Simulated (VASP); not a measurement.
# YAl3N4 (Cmc2_1) in VASP: relaxation of cell and atoms with PBE

Aim: the relaxation of cell and atoms of YAl3N4 with PBE.

Program: VASP 6.6.1. These are calculated values, not measurements. Logs are shortened: lines on timing, memory, paths and dates and some standing lists are left out, and cuts for length are marked.

## Step 1: Starting point

It takes space group Cmc2_1 (No. 36, orthorhombic). Conventional cell: a = 6.660 Å, b = 11.535 Å, c = 5.140 Å, α = 90.00°, β = 90.00°, γ = 90.00°. Around Al (site symmetry 1) lie 4 N at 1.96 to 2.02 Å. Al (site symmetry m) is surrounded by 4 N at 1.96 to 2.02 Å. Y (site symmetry m) has 4 N at 1.96 to 2.02 Å as nearest neighbours. Around N (site symmetry m) lie 2 Y at 1.96 to 2.02 Å and 2 Al at 2.02 Å. N (site symmetry 1) is surrounded by 3 Al at 1.96 to 2.02 Å and 1 Y at 2.02 Å. N (site symmetry m) is surrounded by 4 Al at 1.96 to 2.02 Å.

The cell was built by a generator and needn't be a form met in nature.

## Step 2: Relaxation of cell and atoms, PBE

INCAR reads:

```
SYSTEM = YAl3N4
  ALGO = Normal
  EDIFF = 1E-6
  EDIFFG = -0.02
  ENCUT = 600
  GGA = PE
  IBRION = 2
  ISIF = 3
  ISMEAR = 0
  LASPH = .True.
  LCHARG = .False.
  LREAL = .False.
  LWAVE = .False.
  NELM = 80
  NSW = 40
  PREC = Accurate
  SIGMA = 0.05
```

KPOINTS reads:

```
k-points
0
Gamma
  4 4 5
  0 0 0
```

POSCAR reads:

```
YAl3N4
1.0
    6.6600000000      0.0000000000      0.0000000000
   -3.3300000000      5.7677291892      0.0000000000
    0.0000000000      0.0000000000      5.1400000000
Al Y N
6 2 8
Direct
    0.3333333333      0.1666666667      0.5000000000
    0.1666666667      0.8333333333      0.0000000000
    0.3333333333      0.6666666667      0.5000000000
    0.6666666667      0.3333333333      0.0000000000
    0.6666666667      0.8333333333      0.0000000000
    0.8333333333      0.6666666667      0.5000000000
    0.1666666667      0.3333333333      0.0000000000
    0.8333333333      0.1666666667      0.5000000000
    0.1666666667      0.3333333333      0.3820000000
    0.3333333333      0.1666666667      0.8820000000
    0.1666666667      0.8333333333      0.3820000000
    0.3333333333      0.6666666667      0.8820000000
    0.6666666667      0.3333333333      0.3820000000
    0.8333333333      0.1666666667      0.8820000000
    0.6666666667      0.8333333333      0.3820000000
    0.8333333333      0.6666666667      0.8820000000
```

Potentials or basis: VASP PAW PBE potentials, release 64 (Al, Y_sv, N).

Command:

```
> cat potpaw_PBE.64/Al/POTCAR potpaw_PBE.64/Y_sv/POTCAR potpaw_PBE.64/N/POTCAR > POTCAR
> mpirun -np 1 vasp_std > vasp.out
```

OUTCAR:

```text
SYSTEM = YAl3N4
   EDIFF = 1E-6
   EDIFFG = -0.02
   ENCUT = 600
   GGA = PE
   IBRION = 2
   ISIF = 3
   ISMEAR = 0
   LASPH = .True.
   LREAL = .False.
   NELM = 80
   NSW = 40
   PREC = Accurate

 ion  position               nearest neighbor table
   1  0.333  0.167  0.500-  10 1.96   9 2.02  11 2.02  13 2.02   7 3.21   7 3.21   2 3.21   2 3.21
                             4 3.21   4 3.21   3 3.33   6 3.33   3 3.33   6 3.33   8 3.33   8 3.33
   2  0.167  0.833  0.000-  11 1.96  12 2.02  10 2.02  16 2.02   3 3.21   3 3.21   1 3.21   1 3.21
                             6 3.21   6 3.21   7 3.33   4 3.33   7 3.33   4 3.33   5 3.33   5 3.33
   3  0.333  0.667  0.500-  12 1.96  11 2.02   9 2.02  15 2.02   2 3.21   2 3.21   7 3.21   7 3.21
                             5 3.21   5 3.21   8 3.33   1 3.33   1 3.33   8 3.33   6 3.33   6 3.33
   4  0.667  0.333  0.000-  13 1.96  14 2.02  16 2.02  10 2.02   8 3.21   8 3.21   6 3.21   6 3.21
                             1 3.21   1 3.21   5 3.33   2 3.33   5 3.33   2 3.33   7 3.33   7 3.33
   5  0.667  0.833  0.000-  15 1.96  16 2.02  14 2.02  12 2.02   6 3.21   6 3.21   8 3.21   8 3.21
                             3 3.21   3 3.21   4 3.33   7 3.33   4 3.33   7 3.33   2 3.33   2 3.33
   6  0.833  0.667  0.500-  16 1.96  15 2.02  13 2.02  11 2.02   5 3.21   5 3.21   4 3.21   4 3.21
                             2 3.21   2 3.21   8 3.33   1 3.33   8 3.33   1 3.33   3 3.33   3 3.33
   7  0.167  0.333  0.000-   9 1.96  10 2.02  12 2.02  14 2.02   1 3.21   1 3.21   3 3.21   3 3.21
                             8 3.21   8 3.21   2 3.33   5 3.33   2 3.33   5 3.33   4 3.33   4 3.33
   8  0.833  0.167  0.500-  14 1.96  13 2.02  15 2.02   9 2.02   4 3.21   4 3.21   5 3.21   5 3.21
                             7 3.21   7 3.21   3 3.33   6 3.33   6 3.33   3 3.33   1 3.33   1 3.33
   9  0.167  0.333  0.382-   7 1.96   1 2.02   3 2.02   8 2.02
  10  0.333  0.167  0.882-   1 1.96   7 2.02   2 2.02   4 2.02
  11  0.167  0.833  0.382-   2 1.96   3 2.02   1 2.02   6 2.02
  12  0.333  0.667  0.882-   3 1.96   2 2.02   7 2.02   5 2.02
  13  0.667  0.333  0.382-   4 1.96   8 2.02   6 2.02   1 2.02
  14  0.833  0.167  0.882-   8 1.96   4 2.02   5 2.02   7 2.02
  15  0.667  0.833  0.382-   5 1.96   6 2.02   8 2.02   3 2.02
  16  0.833  0.667  0.882-   6 1.96   5 2.02   4 2.02   2 2.02

  LATTYP: Found a hexagonal cell.
 ALAT       =     6.6600000000
 C/A-ratio  =     0.7717717718

  Lattice vectors:

 A1 = (   6.6600000000,   0.0000000000,   0.0000000000)
 A2 = (  -3.3300000000,   5.7677291892,   0.0000000000)
 A3 = (   0.0000000000,   0.0000000000,   5.1400000000)

Analysis of symmetry for initial positions (statically):
=====================================================================
 Subroutine PRICEL returns:
 Original cell was already a primitive cell.

 Routine SETGRP: Setting up the symmetry group for a
 hexagonal supercell.

 Subroutine GETGRP returns: Found  4 space group operations
 (whereof  1 operations were pure point group operations)
 out of a pool of 24 trial point group operations.

The static configuration has the point symmetry C_1 .
 The point group associated with its full space group is C_2v.

Analysis of symmetry for dynamics (positions and initial velocities):
=====================================================================
 Subroutine PRICEL returns:
 Original cell was already a primitive cell.

 Routine SETGRP: Setting up the symmetry group for a
 hexagonal supercell.

 Subroutine GETGRP returns: Found  4 space group operations
 (whereof  1 operations were pure point group operations)
 out of a pool of 24 trial point group operations.

The dynamic configuration has the point symmetry C_1 .
 The point group associated with its full space group is C_2v.

 Subroutine INISYM returns: Found  4 space group operations
 (whereof  1 operations are pure point group operations),
 and found     1 'primitive' translations

----------------------------------------------------------------------------------------

                                     Primitive cell

  volume of cell :     197.4432

  direct lattice vectors                    reciprocal lattice vectors
     6.660000000  0.000000000  0.000000000     0.150150150  0.086689230  0.000000000
    -3.330000000  5.767729189  0.000000000     0.000000000  0.173378459  0.000000000
     0.000000000  0.000000000  5.140000000     0.000000000  0.000000000  0.194552529

  length of vectors
     6.660000000  6.660000000  5.140000000     0.173378459  0.173378459  0.194552529

  position of ions in fractional coordinates (direct lattice)
     0.333333333  0.166666667  0.500000000
     0.166666667  0.833333333  0.000000000
     0.333333333  0.666666667  0.500000000
     0.666666667  0.333333333  0.000000000
     0.666666667  0.833333333  0.000000000
     0.833333333  0.666666667  0.500000000
[... 8 lines left out ...]
     0.666666667  0.833333333  0.382000000
[... 34 lines left out ...]
     0.000000000  0.000000000  0.038910506     0.000000000  0.000000000  0.200000000

  Length of vectors
     0.043344615  0.043344615  0.038910506

  Shift w.r.t. Gamma in fractional coordinates (k-lattice)
     0.000000000  0.000000000  0.000000000

 Subroutine IBZKPT returns following result:
 ===========================================

 Found     21 irreducible k-points:

 Following reciprocal coordinates:
            Coordinates               Weight
  0.000000  0.000000  0.000000      1.000000
  0.250000  0.000000  0.000000      2.000000
  0.000000  0.250000  0.000000      4.000000
  0.500000  0.000000  0.000000      1.000000
  0.000000  0.500000  0.000000      2.000000
  0.250000  0.250000  0.000000      4.000000
[... 13 lines left out ...]
  0.250000  0.250000  0.400000      8.000000
 -0.250000  0.500000  0.400000      4.000000
   k-points           NKPTS =     21   k-points in BZ     NKDIM =     21   number of bands    NBANDS=     49
   number of dos      NEDOS =    301   number of ions     NIONS =     16
   total plane-waves  NPLWV = 122472
   dimension x,y,z NGX =    54 NGY =   54 NGZ =   42
   dimension x,y,z NGXF=   108 NGYF=  108 NGZF=   84
   ions per type =               6   2   8
   NGX,Y,Z   is equivalent  to a cutoff of  13.48, 13.48, 13.58 a.u.
   NGXF,Y,Z  is equivalent  to a cutoff of  26.96, 26.96, 27.17 a.u.
 SYSTEM =  YAl3N4
   PREC   = accura    normal or accurate (medium, high low for compatibility)
   ISTART =      0    job   : 0-new  1-cont  2-samecut
   ICHARG =      2    charge: 1-file 2-atom 10-const
   ISPIN  =      1    spin polarized calculation?
   LNONCOLLINEAR =      F non collinear calculations
   LSORBIT =      F    spin-orbit coupling
   LASPH  =      T    aspherical Exc in radial PAW
   ENCUT  =  600.0 eV  44.10 Ry    6.64 a.u.  13.30 13.30 10.27*2*pi/ulx,y,z
   NELM   =     80;   NELMIN=  2; NELMDL= -5     # of ELM steps
   EDIFF  = 0.1E-05   stopping-criterion for ELM
   LREAL  =      F    real-space projection
   EDIFFG = -.2E-01   stopping-criterion for IOM
   NSW    =     40    number of steps for IOM
   IBRION =      2    ionic relax: 0-MD 1-quasi-New 2-CG
   NFREE  =      1    steps in history (QN), initial steepest desc. (CG)
   ISIF   =      3    stress and relaxation
   ISYM   =      2    0-nonsym 1-usesym 2-fastsym
   POTIM  = 0.5000    time-step for ionic-motion
   TEBEG  =    0.0;   TEEND  =   0.0 temperature during run
   PSTRESS=    0.0 pullay stress
   NELECT =      80.0000    total number of electrons
   NUPDOWN=      -1.0000    fix difference up-down
   EMIN   =  10.00;   EMAX   =-10.00  energy-range for DOS
   EFERMI =   0.00;   METHOD = LEGACY
   ISMEAR =     0;   SIGMA  =   0.05  broadening in eV -4-tet -1-fermi 0-gaus
   EFERMI_NEDOS =   21; number of points for ismear=-14 and -15
   IALGO  =     38    algorithm
   IMIX   =      4    mixing-type and parameters
     AMIX     =   0.40;   BMIX     =  1.00
     AMIX_MAG =   1.60;   BMIX_MAG =  1.00
  volume/ion in A,a.u.               =      12.34        83.28
  Fermi-wavevector in a.u.,A,eV,Ry     =   1.211409  2.289231 19.966706  1.467512
  Thomas-Fermi vector in A             =   2.346925
   LORBIT       =      0    0 simple, 1 ext, 2 COOP (PROOUT), +10 PAW based schemes
   GGA     = PE    functional components
   LHFCALC =     F    Hartree Fock is set to
   AEXX    =    0.0000 exact exchange contribution
   IVDW    =     0    specifies the selected vdW correction
   LEPSILON=     F    determine dielectric tensor
   LRPA    =     F    only Hartree local field effects (RPA)
 conjugate gradient relaxation of ions
 non-spin polarized calculation
 Gauss-broadening in eV      SIGMA  =   0.05
  energy-cutoff  :      600.00
  volume of cell :      197.44
 maximum number of plane-waves:      6610
 NGX is ok and might be reduce to    54
   NGX = 27   NGY = 27   NGZ = 21

--------------------------------------- Ionic step        1  -------------------------------------------

 number of electron      80.0000002 magnetization

 Free energy of the ion-electron system (eV)
  ---------------------------------------------------
  ext. energy  EPLUGINS =         0.00000000
  ---------------------------------------------------
  free energy    TOTEN  =      -118.32766723 eV

  energy without entropy =     -118.32766723  energy(sigma->0) =     -118.32766723

------------------------ aborting loop because EDIFF is reached ----------------------------------------

  FORCE on cell =-STRESS in cart. coord.  units (eV):
  Direction    XX          YY          ZZ          XY          YZ          ZX
  --------------------------------------------------------------------------------------
  -------------------------------------------------------------------------------------
  Total        6.5791016      6.2159804     16.6417599      0.3144722      0.0000000      0.0000000
  in kB       53.3869322     50.4403402    135.0416155      2.5518235      0.0000000      0.0000000
  external PRESSURE =      79.6229627 kB  Pullay stress =       0.0000000 kB
[... 131 lines left out ...]
  FREE ENERGIE OF THE ION-ELECTRON SYSTEM (eV)
  ---------------------------------------------------
  free  energy   TOTEN  =      -122.1588346422 eV

  energy  without entropy=     -122.1588346422  energy(sigma->0) =     -122.15883464

[... ionic steps 4 to 17 ...]

--------------------------------------- Ionic step       18  -------------------------------------------

 number of electron      80.0000005 magnetization

------------------------ aborting loop because EDIFF is reached ----------------------------------------
[... 95 lines left out ...]
--------------------------------------- Ionic step       20  -------------------------------------------

 number of electron      80.0000005 magnetization

 Free energy of the ion-electron system (eV)
  ---------------------------------------------------
  ext. energy  EPLUGINS =         0.00000000
  ---------------------------------------------------
  free energy    TOTEN  =      -123.02541085 eV

  energy without entropy =     -123.02541085  energy(sigma->0) =     -123.02541085

 E-fermi :   5.2847     XC(G=0): -10.6591

 val. band max:        4.9767028526   @ k =   0.5000   0.0000   0.2000
 cond. band min:       7.6769215532   @ k =   0.0000   0.0000   0.0000
 fundamental gap:      2.7002187006
 Fermi energy:         5.2847252058

 k-point     1 :       0.0000    0.0000    0.0000
  band No.  band energies     occupation
      1     -35.0454      2.00000
      2     -34.9994      2.00000
      3     -15.5146      2.00000
      4     -15.4265      2.00000
      5     -15.4190      2.00000
      6     -15.3796      2.00000
[... 1124 lines left out ...]
  FREE ENERGIE OF THE ION-ELECTRON SYSTEM (eV)
  ---------------------------------------------------
  free  energy   TOTEN  =      -123.0254108510 eV

  energy  without entropy=     -123.0254108510  energy(sigma->0) =     -123.02541085

 reached required accuracy - stopping structural energy minimisation
```

Run time: 35 min. Hardware: 1 thread of Intel Xeon 6975P-C (Granite Rapids), shared host; peak memory 0.49 GiB.

What came out:

```yaml
Free_energy: -123.0254 eV
Relaxed_volume: 12.23 Å³/atom
Relaxed_cell: a = 6.565 Å, b = 6.725 Å, c = 5.160 Å, α = 90.00°, β = 90.00°, γ = 120.81°
Space_group_after_relaxing_to_0.05_Å: Cmc2_1 (No. 36)
Energy_gained_by_relaxing: 293.6 meV/atom
Ionic_steps: 20
Pressure_after_relaxing: 0.0 GPa
Largest_force_after_relaxing: 0.017 eV/Å
Band_gap_on_the_k_mesh: 2.70 eV, indirect (least direct gap 2.88 eV)
```

Forces on the atoms (eV/Å):
```
Al   0.000 -0.001  0.014
Al   0.010  0.006 -0.013
Al  -0.001  0.000  0.014
Al   0.000  0.001  0.014
Al   0.001  0.000  0.014
Al  -0.010 -0.006 -0.013
Y   -0.007 -0.004  0.008
Y    0.007  0.004  0.008
N   -0.005 -0.003  0.005
N   -0.002 -0.004 -0.015
N   -0.010 -0.006  0.000
N   -0.004  0.000 -0.015
N    0.002  0.004 -0.015
N    0.005  0.003  0.005
N    0.004  0.000 -0.015
N    0.010  0.006  0.000
```

Step by step:
```csv
step,energy change (eV),largest force (eV/Å),pressure (GPa),volume (Å³)
1,0.0000,7.1217,7.96,197.44
2,-3.3503,1.4642,-12.26,215.43
3,-3.8312,1.1657,-8.65,210.03
4,-4.4243,0.9837,3.89,192.71
5,-4.4623,0.8118,1.06,195.90
6,-4.5552,0.5597,0.40,196.36
7,-4.5609,0.4999,0.22,196.50
8,-4.6252,0.3461,-0.74,197.25
9,-4.6357,0.3672,-1.30,197.70
10,-4.6708,0.2046,0.70,195.14
11,-4.6708,0.2045,0.69,195.16
12,-4.6849,0.1405,-0.02,195.84
13,-4.6852,0.1524,-0.14,195.97
14,-4.6923,0.0814,-0.17,195.96
15,-4.6925,0.0986,-0.18,195.95
16,-4.6966,0.0557,0.20,195.48
17,-4.6966,0.0554,0.20,195.47
18,-4.6974,0.0470,-0.16,195.84
19,-4.6975,0.0240,-0.07,195.75
20,-4.6977,0.0174,0.02,195.65
```

Final structure:
```cif
data_structure
_symmetry_space_group_name_H-M 'P 1'
_symmetry_Int_Tables_number 1
_cell_length_a 6.5649
_cell_length_b 6.7250
_cell_length_c 5.1598
_cell_angle_alpha 90.000
_cell_angle_beta 90.000
_cell_angle_gamma 120.810
_cell_volume 195.65
loop_
_atom_site_label
_atom_site_type_symbol
_atom_site_fract_x
_atom_site_fract_y
_atom_site_fract_z
_atom_site_occupancy
Al1 Al 0.33100 0.16316 0.50082 1
Al2 Al 0.17608 0.83804 0.98832 1
Al3 Al 0.33100 0.66784 0.50082 1
Al4 Al 0.66900 0.33684 0.00082 1
Al5 Al 0.66900 0.83216 0.00082 1
Al6 Al 0.82392 0.66196 0.48832 1
Y1 Y 0.20093 0.35046 0.99705 1
Y2 Y 0.79907 0.14954 0.49705 1
N1 N 0.18341 0.34171 0.44783 1
N2 N 0.35828 0.14636 0.86196 1
N3 N 0.16425 0.83212 0.36924 1
N4 N 0.35828 0.71192 0.86196 1
N5 N 0.64172 0.35364 0.36196 1
N6 N 0.81659 0.15829 0.94783 1
N7 N 0.64172 0.78807 0.36196 1
N8 N 0.83575 0.66788 0.86924 1
```

Caveat: an odd mesh through Γ misses points on the zone boundary, where band edges often lie.
